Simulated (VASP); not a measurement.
OSZICAR of a VASP run on Al:

### OSZICAR
```
       N       E                     dE             d eps       ncg     rms          rms(c)
DAV:   1    -0.382267852500E+02   -0.38227E+02   -0.97002E-05  1041   0.408E-02    0.968E-03
DAV:   2    -0.382267706804E+02    0.14570E-04   -0.11004E-04   949   0.447E-02    0.444E-03
DAV:   3    -0.382267696323E+02    0.10481E-05   -0.93285E-06   976   0.170E-02    0.169E-03
DAV:   4    -0.382267697118E+02   -0.79568E-07   -0.17141E-06   698   0.714E-03
   1 F= -.38226770E+02 E0= -.38227632E+02  d E =0.258800E-02
```

**Question.** Which electronic solver shows in the log?

**Answer.** It is blocked Davidson (ALGO = Normal, or the opening steps of other solvers). The INCAR had ALGO = Normal.

**Question.** Can the final energy be trusted as converged?

**Answer.** Self-consistency was reached. It stopped with EDIFF = 1E-6, NELM = 100 (PBEsol GGA, plane waves, VASP's PBE PAW potentials (set 64)).

The cell is a thin slab with vacuum, built from Al (fcc): (210) face.
